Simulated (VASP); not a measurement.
Computed with PBEsol GGA, VASP's PBE PAW potentials (set 64) (plane waves; VASP).

VASP input:

POSCAR:
```
I
1
   -2.0211690180     2.0211690180     2.0211690180
    2.0211690180    -2.0211690180     2.0211690180
    2.0211690180     2.0211690180    -2.0211690180
I
1
Direct
  0.0000000000   0.0000000000   0.0000000000
```

INCAR:
```
ALGO  =  Normal
EDIFF  =  1E-6
EDIFFG  =  -0.01
ENCUT  =  400
GGA  =  PS
IBRION  =  2
ISIF  =  3
ISMEAR  =  1
LASPH  =  T
LCHARG  =  F
LMAXMIX  =  4
LREAL  =  F
LWAVE  =  F
NELM  =  100
NSW  =  60
PREC  =  Accurate
SIGMA  =  0.1
SYSTEM  =  I
```

KPOINTS:
```
Automatic mesh
0
Gamma
11 11 11
0 0 0
```

POTCAR, in this order: I (PBE.64 set). Program: vasp_std.

Output

**OSZICAR**
```
       N       E                     dE             d eps       ncg     rms          rms(c)
DAV:   1     0.190842648999E+02    0.19084E+02   -0.22476E+03   791   0.573E+02
DAV:   2    -0.779720564451E+00   -0.19864E+02   -0.19309E+02  1050   0.881E+01
DAV:   3    -0.136687780794E+01   -0.58716E+00   -0.57616E+00   973   0.180E+01
DAV:   4    -0.137032545871E+01   -0.34477E-02   -0.34469E-02  1323   0.182E+00
DAV:   5    -0.137033258194E+01   -0.71232E-05   -0.71229E-05  1015   0.514E-02    0.476E+00
DAV:   6    -0.136992043588E+01    0.41215E-03   -0.17075E-03  1204   0.278E-01    0.289E+00
DAV:   7    -0.137015159936E+01   -0.23116E-03   -0.30255E-03   987   0.380E-01    0.935E-02
DAV:   8    -0.137013156624E+01    0.20033E-04   -0.13368E-04   994   0.744E-02    0.156E-02
DAV:   9    -0.137013213623E+01   -0.57000E-06   -0.17953E-06  1253   0.130E-02
   1 F= -.13701321E+01 E0= -.13693074E+01  d E =-.137013E+01
       N       E                     dE             d eps       ncg     rms          rms(c)
DAV:   1    -0.137263874501E+01   -0.25072E-02   -0.51573E-02   819   0.129E+00    0.237E-01
DAV:   2    -0.137100801175E+01    0.16307E-02   -0.22008E-03   875   0.329E-01    0.107E-01
DAV:   3    -0.137042842836E+01    0.57958E-03   -0.19072E-03   868   0.241E-01    0.142E-01
DAV:   4    -0.137042975696E+01   -0.13286E-05   -0.16062E-05  1211   0.392E-02    0.148E-01
DAV:   5    -0.137042986968E+01   -0.11272E-06   -0.41752E-08   693   0.146E-03
   2 F= -.13704299E+01 E0= -.13695891E+01  d E =-.297733E-03
```

File OUTCAR:
```
------------------------ aborting loop because EDIFF is reached ----------------------------------------
  FORCE on cell =-STRESS in cart. coord.  units (eV):
  Direction    XX          YY          ZZ          XY          YZ          ZX
  --------------------------------------------------------------------------------------
  Total       -0.0013457     -0.0013457     -0.0013457      0.0000000      0.0000000     -0.0000000
  in kB       -0.0659089     -0.0659089     -0.0659089      0.0000000      0.0000000     -0.0000000
  external PRESSURE =      -0.0659089 kB  Pullay stress =       0.0000000 kB
  volume of cell :       32.71
      direct lattice vectors                 reciprocal lattice vectors
    -2.014753817  2.014753817  2.014753817     0.000000000  0.248169278  0.248169278
     2.014753817 -2.014753817  2.014753817     0.248169278  0.000000000  0.248169278
     2.014753817  2.014753817 -2.014753817     0.248169278  0.248169278  0.000000000
 POSITION                                       TOTAL-FORCE (eV/Angst)
 -----------------------------------------------------------------------------------
      2.01475      2.01475      2.01475         0.000000      0.000000      0.000000
 -----------------------------------------------------------------------------------
    total drift:                               -0.000000     -0.000000      0.000000
  FREE ENERGIE OF THE ION-ELECTRON SYSTEM (eV)
  ---------------------------------------------------
  free  energy   TOTEN  =        -1.3704298697 eV

  energy  without entropy=       -1.3679076523  energy(sigma->0) =       -1.36958913

 reached required accuracy - stopping structural energy minimisation
```
(Selected blocks of OUTCAR.)

CONTCAR:
```
I
   1.00000000000000
    -2.0147538174770787    2.0147538174770787    2.0147538174770787
     2.0147538174770787   -2.0147538174770787    2.0147538174770787
     2.0147538174770787    2.0147538174770787   -2.0147538174770787
  I
     1
Direct
     1.0000000000000000    1.0000000000000000    1.0000000000000000
```

The structure was generated: I was put into the bcc type (Im-3m), which need not be its known phase. This run relaxes it. Symmetry was kept, so distortions that lower it aren't found. The start is the result of an earlier pass.
